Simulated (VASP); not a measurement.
Level of theory: PBEsol GGA, VASP's PBE PAW potentials (set 64) (plane waves; VASP).

The input files of a VASP run:

### INCAR
```
# general
SYSTEM  = PtAl2
PREC    = Accurate
ENCUT   = 480   # plane-wave cut-off (eV)
LREAL   = .False.
LASPH   = .True.   # aspherical one-centre terms

# electronic loop
EDIFF   = 1E-7
NELM    = 100
ALGO    = Normal   # blocked Davidson
LMAXMIX = 6

# smearing
ISMEAR  = 1   # Methfessel-Paxton
SIGMA   = 0.1

# functional
GGA     = PS   # PBEsol

# ions
ISIF    = 2

# output
LWAVE   = .False.
LCHARG  = .False.
```

**KPOINTS**
```
kpoints
0
gamma
 8 8 8
0 0 0
```

POSCAR:
```
PtAl2
1.0
  0.0000000000   2.9471418610   2.9471418610
  2.9471418610   0.0000000000   2.9471418610
  2.9471418610   2.9471418610   0.0000000000
Al Pt
2 1
direct
  0.2500000000   0.2500000000   0.2500000000
  0.7245516152   0.7245516152   0.7754483848
  0.0000000000   0.0000000000   0.0000000000
```

POTCAR, in this order: Al Pt (PBE.64 set). Program: vasp_std.

The run wrote:

File OSZICAR:
```
       N       E                     dE             d eps       ncg     rms          rms(c)
DAV:   1     0.458680773995E+02    0.45868E+02   -0.65655E+03  2376   0.107E+03
DAV:   2    -0.165966678499E+02   -0.62465E+02   -0.56220E+02  2604   0.183E+02
DAV:   3    -0.183214226161E+02   -0.17248E+01   -0.16970E+01  2872   0.299E+01
DAV:   4    -0.183372115084E+02   -0.15789E-01   -0.15781E-01  2732   0.335E+00
DAV:   5    -0.183374541029E+02   -0.24259E-03   -0.24258E-03  2876   0.439E-01    0.913E+00
DAV:   6    -0.178097962035E+02    0.52766E+00   -0.27132E+00  2644   0.162E+01    0.230E+00
DAV:   7    -0.177152992870E+02    0.94497E-01   -0.21347E-01  2528   0.476E+00    0.172E+00
DAV:   8    -0.176772949924E+02    0.38004E-01   -0.35910E-02  2724   0.176E+00    0.267E-01
DAV:   9    -0.176769423956E+02    0.35260E-03   -0.23111E-03  2696   0.462E-01    0.165E-01
DAV:  10    -0.176769674198E+02   -0.25024E-04   -0.29270E-04  2720   0.151E-01    0.273E-02
DAV:  11    -0.176769648095E+02    0.26103E-05   -0.26890E-05  2632   0.518E-02    0.913E-03
DAV:  12    -0.176769648008E+02    0.86966E-08   -0.24140E-06  2768   0.128E-02    0.363E-03
DAV:  13    -0.176769646687E+02    0.13207E-06   -0.45976E-07  2644   0.580E-03    0.973E-04
DAV:  14    -0.176769646536E+02    0.15106E-07   -0.46894E-08  1524   0.222E-03
   1 F= -.17676965E+02 E0= -.17677026E+02  d E =0.183466E-03
```

### OUTCAR
```
------------------------ aborting loop because EDIFF is reached ----------------------------------------
  FORCE on cell =-STRESS in cart. coord.  units (eV):
  Direction    XX          YY          ZZ          XY          YZ          ZX
  --------------------------------------------------------------------------------------
  Total        0.2434296      0.2434296      0.3719791     -1.2778727      0.0000000      0.0000000
  in kB        7.6181745      7.6181745     11.6411532    -39.9912572      0.0000000      0.0000000
  external PRESSURE =       8.9591674 kB  Pullay stress =       0.0000000 kB
  volume of cell :       51.20
      direct lattice vectors                 reciprocal lattice vectors
     0.000000000  2.947141861  2.947141861    -0.169655898  0.169655898  0.169655898
     2.947141861  0.000000000  2.947141861     0.169655898 -0.169655898  0.169655898
     2.947141861  2.947141861  0.000000000     0.169655898  0.169655898 -0.169655898
 POSITION                                       TOTAL-FORCE (eV/Angst)
 -----------------------------------------------------------------------------------
      1.47357      1.47357      1.47357         0.000000      0.000000     -0.324332
      4.42071      4.42071      4.27071         0.000000      0.000000      0.989256
      0.00000      0.00000      0.00000         0.000000      0.000000     -0.664924
 -----------------------------------------------------------------------------------
    total drift:                                0.000000      0.000000      0.000041
  FREE ENERGIE OF THE ION-ELECTRON SYSTEM (eV)
  ---------------------------------------------------
  free  energy   TOTEN  =       -17.6769646536 eV

  energy  without entropy=      -17.6771481201  energy(sigma->0) =      -17.67702581
```
(Selected blocks of OUTCAR.)

The compound is PtAl2 in the fluorite structure. This cell was strained or had an atom moved on purpose.
